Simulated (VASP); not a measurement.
Take InSb (zinc blende), from the solid elements, with no thermal terms, in VASP with PAW potentials, and its formation energy.

Question: One run gives -0.122 eV/atom. Which level is it?
(A) PBEsol
(B) LDA
(C) PBE

Answer: C, PBE.  The others give -0.078 (PBEsol), -0.090 (LDA).

Only levels that ran to the end are used. Left out are those held back, those with too coarse a band path, GW runs whose mesh misses a band edge, hybrids' fits of cells that aren't cubic and levels without matching references; a question may draw on a part of the rest.
